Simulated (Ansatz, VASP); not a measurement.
# Mg (Magnesium): VASP beside Ansatz

Aim: how closely do two programs agree when they are given the same cell, functional and k mesh? The cell is taken from a series of runs on this material, whose earlier steps may have relaxed, scaled, displaced or heated it; both programs get it as it stands.

Main program and level: Ansatz 0.2.0; plane waves, with VASP 6.6.1 beside it; PBEsol.

## Step 1: Set-up

The structure is hexagonal, space group P6_3/mmc (No. 194). The conventional cell has a = 3.127 Å, b = 3.127 Å, c = 5.163 Å, α = 90.00°, β = 90.00°, γ = 120.00°. Mg has 12 Mg at 3.13 to 3.15 Å nearest.

Structure file:

```cif
data_structure
_symmetry_space_group_name_H-M 'P 1'
_symmetry_Int_Tables_number 1
_cell_length_a 3.1270
_cell_length_b 3.1270
_cell_length_c 5.1626
_cell_angle_alpha 90.000
_cell_angle_beta 90.000
_cell_angle_gamma 120.000
_cell_volume 43.72
loop_
_atom_site_label
_atom_site_type_symbol
_atom_site_fract_x
_atom_site_fract_y
_atom_site_fract_z
_atom_site_occupancy
Mg1 Mg 0.33333 0.66667 0.25000 1
Mg2 Mg 0.66667 0.33333 0.75000 1
```

## Step 2: VASP: zone-centre phonons, PBEsol, pair 1

Second derivatives magnify differences that forces hide, and they need a tight electronic threshold.

Lines of VASP's logs that name or quote its potential files are left out, and so is its time.

INCAR reads:

```
SYSTEM = Mg
PREC = Accurate
ENCUT = 600
EDIFF = 1E-08
NELM = 120
ISMEAR = 1
SIGMA = 0.2
LREAL = .FALSE.
ALGO = Normal
GGA = PS
NBANDS = 8
LORBIT = 11
LWAVE = .FALSE.
LCHARG = .FALSE.
ISIF = 2
IBRION = 8
LASPH = .TRUE.
GGA_COMPAT = .FALSE.
KPAR = 2
```

POSCAR reads:

```
Mg
1.0
    3.1270156041      0.0000000000      0.0000000000
   -1.5635078020      2.7080749512      0.0000000000
    0.0000000000      0.0000000000      5.1626100466
Mg
2
Direct
    0.3333333334      0.6666666668      0.2500000000
    0.6666666668      0.3333333334      0.7500000000
```

KPOINTS reads:

```
Automatic mesh
0
Gamma
15 15 8
0 0 0
```

Potentials, in the order of the species: Mg (PBE family, release 64).

Command:

```
> mpirun -np 2 vasp_std
```

Numbers of over 12 decimals in the logs are rounded to 6 here.

Log:

```text
[banner, memory and clock lines left out]
running    2 mpi-ranks, on    1 nodes
 distrk:  each k-point on    1 cores,    2 groups
 distr:  one band on    1 cores,    1 groups

 POSCAR found type information on POSCAR Mg
 POSCAR found :  1 types and       2 ions
|                                                                             |
|               ----> ADVICE to this user running VASP <----                  |
|                                                                             |
|     You enforced a specific xc type in the INCAR file but a different       |
|     [... a line on the potential file left out ...]
|     I HOPE YOU KNOW WHAT YOU ARE DOING!                                     |
|                                                                             |

 LDA part: xc-table for (Slater+PW92), standard interpolation
 POSCAR, INCAR and KPOINTS ok, starting setup
 FFT: planning ... GRIDC
 FFT: planning ... GRID_SOFT
 FFT: planning ... GRID
 WAVECAR not read
 entering main loop
       N       E                     dE             d eps       ncg     rms          rms(c)
DAV:   1    -0.535365092723E+00   -0.53537E+00   -0.14073E+03  2160   0.394E+02
DAV:   2    -0.344266050186E+01   -0.29073E+01   -0.28506E+01  2840   0.238E+01
DAV:   3    -0.345905526291E+01   -0.16395E-01   -0.16368E-01  2952   0.237E+00
DAV:   4    -0.345909761083E+01   -0.42348E-04   -0.42347E-04  3048   0.990E-02
DAV:   5    -0.345909771347E+01   -0.10264E-06   -0.10263E-06  3040   0.353E-03    0.959E-01
DAV:   6    -0.344843068867E+01    0.10667E-01   -0.51854E-04  2544   0.170E-01    0.610E-01
DAV:   7    -0.343896016089E+01    0.94705E-02   -0.21329E-03  2312   0.308E-01    0.307E-02
DAV:   8    -0.343896328935E+01   -0.31285E-05   -0.16680E-05  3360   0.284E-02    0.622E-03
DAV:   9    -0.343896304005E+01    0.24929E-06   -0.88992E-07  2488   0.462E-03    0.573E-04
DAV:  10    -0.343896292943E+01    0.11063E-06   -0.36294E-09  3136   0.369E-04    0.122E-04
DAV:  11    -0.343896292818E+01    0.12460E-08   -0.16870E-10  1600   0.111E-04
   1 F= -.34389629E+01 E0= -.34387647E+01  d E =-.594611E-03
 Linear response reoptimize wavefunctions to high precision
DAV:   1    -0.343896292660E+01    0.15812E-08   -0.42220E-12  1968   0.120E-05
DAV:   2    -0.343896292660E+01   -0.56843E-13   -0.20817E-13  1448   0.294E-06
 Linear response DOF=           2
 Linear response progress:
  Degree of freedom:   1/  2
       N       E                     dE             d eps       ncg     rms          rms(c)
RMM:   1    -0.132306226697E-02   -0.13231E-02   -0.99671E-04 16796   0.186E-01
RMM:   2    -0.132951595259E-02   -0.64537E-05   -0.81059E-06 13971   0.161E-02    0.218E-02
RMM:   3    -0.131883333509E-02    0.10683E-04   -0.42829E-07 14480   0.642E-03    0.139E-02
RMM:   4    -0.132653296813E-02   -0.76996E-05   -0.10703E-06 14030   0.103E-02    0.732E-04
RMM:   5    -0.132707405199E-02   -0.54108E-06   -0.99314E-09 14818   0.480E-04    0.106E-04
RMM:   6    -0.132710878298E-02   -0.34731E-07   -0.24930E-10 14771   0.848E-05    0.158E-05
RMM:   7    -0.132715272589E-02   -0.43943E-07   -0.26267E-12 15450   0.171E-05    0.984E-07
RMM:   8    -0.132715458415E-02   -0.18583E-08   -0.17968E-10 14651   0.224E-06    0.359E-07
 first order change of Fermi-energy   0.42484E-06
 force on displaced ion       1 direction 1 :  -0.732   0.000   0.000
 Linear response progress:
  Degree of freedom:   2/  2
       N       E                     dE             d eps       ncg     rms          rms(c)
RMM:   1    -0.126414762785E-01   -0.12641E-01   -0.65256E-02  6968   0.304E-01
RMM:   2    -0.422707041847E-02    0.84144E-02   -0.12573E-03  4731   0.423E-02    0.302E-02
RMM:   3    -0.408738947810E-02    0.13968E-03   -0.18347E-05  4778   0.139E-02    0.135E-02
RMM:   4    -0.411545251240E-02   -0.28063E-04   -0.36319E-06  4852   0.736E-03    0.524E-03
RMM:   5    -0.411476380776E-02    0.68870E-06    0.37544E-07  4844   0.410E-03    0.276E-04
RMM:   6    -0.411514457009E-02   -0.38076E-06    0.13701E-06  4986   0.246E-04    0.155E-04
RMM:   7    -0.411553381252E-02   -0.38924E-06    0.19855E-07  5033   0.102E-04    0.590E-06
RMM:   8    -0.411557441868E-02   -0.40606E-07    0.50579E-08  5175   0.109E-05    0.239E-06
RMM:   9    -0.411557676148E-02   -0.23428E-08   -0.37680E-10  4871   0.248E-06    0.777E-07
 first order change of Fermi-energy  -0.45022E-05
 force on displaced ion       1 direction 3 :   0.000  -0.000  -2.936
 Linear response finished
```

Parts of OUTCAR (step 2):

```text
ion  position               nearest neighbor table
   1  0.333  0.667  0.250-   2 3.15   2 3.15   2 3.15   2 3.15   2 3.15   2 3.15
   2  0.667  0.333  0.750-   1 3.15   1 3.15   1 3.15   1 3.15   1 3.15   1 3.15

  LATTYP: Found a hexagonal cell.
 ALAT       =     3.1270156041
 C/A-ratio  =     1.6509703501

 Subroutine GETGRP returns: Found 24 space group operations
 (whereof 12 operations were pure point group operations)

The static configuration has the point symmetry D_3d.
 The point group associated with its full space group is D_6h.

 Found    135 irreducible k-points:

   k-points           NKPTS =    135   k-points in BZ     NKDIM =    135   number of bands    NBANDS=      8

   dimension x,y,z NGX =    28 NGY =   28 NGZ =   42
   dimension x,y,z NGXF=    56 NGYF=   56 NGZF=   84

   ENCUT  =  600.0 eV  44.10 Ry    6.64 a.u.   6.25  6.25 10.31*2*pi/ulx,y,z

   NELECT =       4.0000    total number of electrons

 k-points in reciprocal lattice and weights: Automatic mesh
   0.00000000  0.00000000  0.00000000       0.001
   0.06666667  0.00000000  0.00000000       0.003
   0.13333333 -0.00000000  0.00000000       0.003
   0.20000000  0.00000000  0.00000000       0.003
   0.26666667 -0.00000000  0.00000000       0.003
   0.33333333  0.00000000  0.00000000       0.003
   0.40000000  0.00000000  0.00000000       0.003
   0.46666667  0.00000000  0.00000000       0.003
   0.06666667  0.06666667  0.00000000       0.003
[...]
0.33333333  0.26666667  0.50000000       0.007
   0.33333333  0.33333333  0.50000000       0.001

 average (electrostatic) potential at core
       1 -38.5935       2 -38.5935

  Total        0.4635992      0.4635992     -0.0062724      0.0000000      0.0000000      0.0000000
  in kB       16.9899933     16.9899933     -0.2298700      0.0000000      0.0000000      0.0000000
  external PRESSURE =      11.2500388 kB  Pullay stress =       0.0000000 kB

  energy-cutoff  :      600.00
  volume of cell :       43.72
      direct lattice vectors                 reciprocal lattice vectors
     3.127015604  0.000000000  0.000000000     0.319793735  0.184632999  0.000000000
    -1.563507802  2.708074951  0.000000000     0.000000000  0.369265998  0.000000000
     0.000000000  0.000000000  5.162610047     0.000000000  0.000000000  0.193700471

 POSITION                                       TOTAL-FORCE (eV/Angst)
 -----------------------------------------------------------------------------------
      0.00000      1.80538      1.29065        -0.000000      0.000000      0.000000
      1.56351      0.90269      3.87196         0.000000     -0.000000      0.000000
 -----------------------------------------------------------------------------------
    total drift:                                0.000000      0.000000     -0.000000

 Eigenvectors and eigenvalues of the dynamical matrix
 ----------------------------------------------------

   1 f  =    7.683988 THz    48.279922 2PiTHz  256.310257 cm-1    31.778407 meV
             X         Y         Z           dx          dy          dz
      0.000000  1.805383  1.290653     0.000000    0.000000    0.707107
      1.563508  0.902692  3.871958    -0.000000    0.000000   -0.707107

   2 f  =    3.837666 THz    24.112764 2PiTHz  128.010743 cm-1    15.871302 meV
             X         Y         Z           dx          dy          dz
      0.000000  1.805383  1.290653     0.401202    0.582269   -0.000000
      1.563508  0.902692  3.871958    -0.401202   -0.582269   -0.000000

   3 f  =    3.837666 THz    24.112764 2PiTHz  128.010743 cm-1    15.871302 meV
             X         Y         Z           dx          dy          dz
      0.000000  1.805383  1.290653     0.582269   -0.401202    0.000000
      1.563508  0.902692  3.871958    -0.582269    0.401202    0.000000

   4 f  =    0.000000 THz     0.000000 2PiTHz    0.000002 cm-1     0.000000 meV
             X         Y         Z           dx          dy          dz
      0.000000  1.805383  1.290653     0.270283   -0.468767   -0.455198
      1.563508  0.902692  3.871958     0.270283   -0.468767   -0.455198

   5 f  =    0.000000 THz     0.000000 2PiTHz    0.000002 cm-1     0.000000 meV
             X         Y         Z           dx          dy          dz
      0.000000  1.805383  1.290653    -0.296590    0.350919   -0.537485
      1.563508  0.902692  3.871958    -0.296590    0.350919   -0.537485

   6 f  =    0.000000 THz     0.000000 2PiTHz    0.000001 cm-1     0.000000 meV
             X         Y         Z           dx          dy          dz
      0.000000  1.805383  1.290653     0.582221    0.396376   -0.062486
      1.563508  0.902692  3.871958     0.582221    0.396376   -0.062486

 ELASTIC MODULI CONTR FROM IONIC RELAXATION (kBar)
 Direction    XX          YY          ZZ          XY          YZ          ZX
 --------------------------------------------------------------------------------
 XX         -41.5036     41.5036     -0.0000     -0.0000      0.0000     -0.0000
 YY          41.5036    -41.5036      0.0000     -0.0000      0.0000     -0.0000
 ZZ          -0.0000      0.0000     -0.0000     -0.0000      0.0000     -0.0000
 XY          -0.0000     -0.0000     -0.0000    -41.5036      0.0000     -0.0000
 YZ           0.0000      0.0000      0.0000      0.0000      0.0000      0.0000
 ZX          -0.0000     -0.0000     -0.0000     -0.0000      0.0000     -0.0000
 --------------------------------------------------------------------------------
```

Energies printed during the response cycles are not total energies of the cell. The PAW data sets were made with PBE, which is usual practice but a small mismatch for other functionals.

## Step 3: Ansatz: zone-centre phonons, PBEsol, pair 1

Ansatz runs on its PAW soft_1 files.

The same cell, functional, mesh and smearing now go to Ansatz, which takes its cutoff from its data sets.

input.yaml reads:

```yaml
crystal:
  lattice:
    - [3.1270156041, 0.0, 0.0]
    - [-1.563507802, 2.7080749512, 0.0]
    - [0.0, 0.0, 5.1626100466]
  atoms:
    - { symbol: Mg, position: [0.3333333333, 0.6666666667, 0.25] }
    - { symbol: Mg, position: [0.6666666667, 0.3333333333, 0.75] }
kpoints:
  mp_grid: { grid: [15, 15, 8] }
hamiltonian:
  xc: pbesol
  pseudopotentials: { kind: paw, azcp: { folder: soft_1 }, xc_functional: pbe }
scf:
  occupations: { method: methfessel_paxton, width: 0.2 }
output:
  eigenvalues: true
phonons:
  method: dfpt
```

Command:

```
> ansatz run input.yaml --threads 4 --pin off --max-ram 10240MiB --backend cpu --events-out ev --progress --plain --runs-dir out
```

Log:

```text
zone centre: on kpoints.mp_grid the ground state, and the responses unless they are solved on pairs of k-points, stand on 320 of the mesh's 1800 k-points, reduced under 4 symmetry operations, with k and −k counted as one. Each operation leaves every solved displacement unchanged or reverses it
Engine: ansatz 0.2.0, x86_64-unknown-linux-gnu
Pseudopotentials: kind: paw
Pseudopotential: Mg, paw, valence charge 10, recommended cutoff 420 eV (normal), soft_1/Mg.paw.azcp
Functional definition: PBEsol
  exchange = pbesol_x
  correlation = pbesol_c
Crystal: 2 atoms, lattice volume = 43.718 Å³
Basis set: ecut = 420 eV, 845 PW (Γ), exchange–correlation on 48×48×72 points (8 copies of the dense FFT grid, shifted against one another)
Bands: 14, of which v1, the nominal top of the filled ones, is band 10 counted from 1 (9 counted from 0)
Symmetry: 24 space group operations
k-points: 320 of 1800 (irreducible under 4 space group operations, time reversal used)
Non-local potential: Mg, projectors of the file, l = 0: 3, l = 1: 2, l = 2: 1
PAW form: soft (Blöchl's): semilocal exchange-correlation on the pseudo side does not see the compensation charge
PAW frozen core: Mg, regenerated for the run's functional, and the local potential with it (the file was generated under x = pbe(κ = 0.804, μ = 0.219515), c = pbe(β = 0.066725))
PAW one-centre angular grid: Mg, 110 points (default); XC on 64 Gauss nodes
Initial density: superposition of atomic densities (chi_scale 0.1, normalization cell)
Initial wavefunctions: pseudopotential atomic-orbital guess
Functional: x = pbesol(κ = 0.804, μ = 0.123457), c = pbesol(β = 0.046)
SCF iter   1: F=—  HF=-3824.126674 eV  |F-HF|=—  |Δ(HF+E_count)|=         —  Δρ=1.42e-2  dr2=1.15e-1  ethr=3.10e-3  ⟨swp⟩=5.0  Hψ=22310  notcnv=0
preconditioner: auto → none  [metal: Δε(μ)=0.013 eV  Ē_g=7.135 eV  σ=0.200 eV  W_gap=0.05  n_scr=8 (ndim 8)  ℏωp=11.2 eV  f_vac=0.000  D(μ)=0.92/eV (n_scr^D=2)  sad-step TF]
SCF iter   2: F=—  HF=-3824.114506 eV  |F-HF|=—  |Δ(HF+E_count)|=   1.22e-2  S|Δr|=    0.00e0  Δρ=9.95e-3  dr2=5.78e-2  ethr=5.73e-4  ⟨swp⟩=1.0  Hψ=7040  notcnv=0
SCF iter   3: F=—  HF=-3824.095641 eV  |F-HF|=—  |Δ(HF+E_count)|=   1.89e-2  S|Δr|=    0.00e0  Δρ=1.46e-3  dr2=1.17e-3  ethr=2.89e-4  ⟨swp⟩=1.2  Hψ=4540  notcnv=0
SCF iter   4: F=—  HF=-3824.095497 eV  |F-HF|=—  |Δ(HF+E_count)|=   1.44e-4  S|Δr|=    0.00e0  Δρ=1.49e-4  dr2=3.86e-6  ethr=5.83e-6  ⟨swp⟩=2.9  Hψ=7774  notcnv=0
SCF iter   5: F=—  HF=-3824.095494 eV  |F-HF|=—  |Δ(HF+E_count)|=   2.88e-6  S|Δr|=    0.00e0  Δρ=1.51e-5  dr2=2.78e-8  ethr=1.93e-8  ⟨swp⟩=2.0  Hψ=7763  notcnv=0
SCF iter   6: F=—  HF=-3824.095494 eV  |F-HF|=—  |Δ(HF+E_count)|=   2.58e-7  S|Δr|=    0.00e0  Δρ=2.81e-6  dr2=9.05e-10  ethr=1.39e-10  ⟨swp⟩=2.0  Hψ=7650  notcnv=0
SCF iter   7: F=-3824.095494 eV  HF=-3824.095494 eV  |F-HF|=4.55e-12  |Δ(HF+E_count)|=   1.74e-9  S|Δr|=    0.00e0  Δρ=1.27e-7  dr2=2.82e-12  ethr=1.00e-12  ⟨swp⟩=4.5  Hψ=22360  notcnv=0
SCF 1 converged in 7 iterations: F = -3824.095494 eV  dr2 = 2.82e-12
  greatest PAW one-centre occupation: 1.000 electrons in one spin orbital (limit 2), on the Mg atom at site 1 (counted from 0), in its partial waves of l = 0
DFPT response loops at Γ: preconditioner auto → Kerker (q_TF=auto, 2.395 Å⁻¹) (partly filled bands, converged f_vac=0.000); β = 1.00, the filter's whole step (`scf.mixing.beta` (0.50) is not read by the response loops under this deck's `scf.mixing.preconditioner`; to damp them name `kerker` or `kerker_dos`, under which they read `scf.mixing.beta`, and type it under 1.00, their step now; both keys bind the ground state too); Broyden in place of MSR1
SCF converged after 7 iterations
Stability not checked: this state was not tested for a lower state beside it, because cold or Methfessel-Paxton smearing, or corrected tetrahedra, fill the levels in a way that the test cannot read (fill_not_monotonic; see scf.lower_state_search)
Free energy (F): -3824.095494 eV
Harris-Foulkes:  -3824.095494 eV  (|F-HF|=4.55e-12)
Internal energy: -3824.094854 eV  (E = F + TS)
E sigma→0 (E₀):  -3824.095334 eV
Entropy (-TS):   -0.000640 eV (-0.320 meV/atom)
Fermi energy:    5.965095 eV
--- Per-component energies (eV) ---
  E_band       = -704.368184
  E_kinetic    = 139.001760
  E_local      = -3388.980526  (includes V_loc(G=0)·N_el)
  E_nonlocal   = 391.882399
  E_hartree    = 1152.873086
  E_xc         = -51.756436
  E_vxc        = -67.081051  (∫ρ·V_xc dr)
  E_paw        = -579.839956  (= ΣΔE_a)
  E_vpaw       = -84.936675  (= ΣTr[D̂ρ^β])
  E_aug_tail   = -0.000292  (compensation charges beyond the density's cutoff)
  E_ewald      = -1487.392613
  E_core_change = 0.117725  (= ΣΔE_core)
  E_smearing   = -0.000640  (= −TS)
  E_closure    = -0.000000  (closes the sum)
  Σ components = -3824.095494   (vs F -3824.095494, Δ=0.00e0)
--- Band table (eV; the first three rows and the last of 320) ---
  k-point 0: bands = [... 6 lower, -36.5280, -36.5280, -1.1689, 4.1217, 4.5760, 17.3595, 17.3595, 17.6181]
  k-point 1: bands = [... 6 lower, -36.5282, -36.5282, -1.0802, 3.0648, 5.7850, 16.8777, 17.4258, 17.4258]
  k-point 2: bands = [... 6 lower, -36.5287, -36.5287, -0.8145, 1.9656, 7.3401, 14.8977, 17.6163, 17.6163]
  k-point 319: bands = [... 6 lower, -36.5381, -36.5381, 3.5019, 3.5019, 8.5621, 8.5621, 10.1182, 10.1182]
--- Phonons (Γ-DFPT): 2 representative perturbations + reference, on 320 of 1800 k-points (Σ response iterations 6) ---
  k mesh reduced under 4 symmetry operations, with k and −k counted as one. Each operation leaves every solved displacement unchanged or reverses it
  ASR residual: 8.565e-5 → 0.000e0 eV/Å²; symmetrization residual: 1.606e-10 eV/Å²
  ASR residual per site (eV/Å²): 8.56e-5 8.56e-5
  Γ frequencies (cm⁻¹): 0.00 0.00 0.00 127.46 127.46 255.33
  non-analytic LO–TO correction: not included (Born effective charges unavailable; polar crystals: no LO–TO splitting at Γ)
```

Reading the cycles: dr2 is the Hartree energy of the density residual (eV), the measure of convergence; HF is the Harris–Foulkes estimate of the energy, which meets the free energy F at convergence.

## Step 4: Differences

Known differences besides the potentials themselves: the data sets hold 20 valence electrons in Ansatz (on its PAW soft_1 files) and 4 in VASP; the cutoff is 420 eV in Ansatz and 600 eV in VASP; Ansatz makes its cores anew for this functional, VASP keeps those of its PBE data sets. Total energies have different zeros and are not compared.

Compared:

| quantity | Ansatz | VASP | difference |
| --- | --- | --- | --- |
| optical mode 1 to 2 (cm⁻¹) | 127.5 | 128.0 | -0.43 % |
| optical mode 3 (cm⁻¹) | 255.3 | 256.3 | -0.38 % |

Modes are paired by rising frequency, not by their patterns, so a pair may set unlike modes beside each other; they are those without the splitting of longitudinal modes.

(Part 1 of 2 ends here.)

[Lines on the potential files, build, host, timing and source positions are cut from VASP's logs without a mark.]

[Logs are printed without paths, hosts, clocks, repeated set-up lines and the standing remarks that a program may print on its own settings, such as how far it seeks lower states.]

[Hosts, paths, dates, database ids (printed as entryN), source tags and the programs' standing remarks are cut or masked in the printed files.]
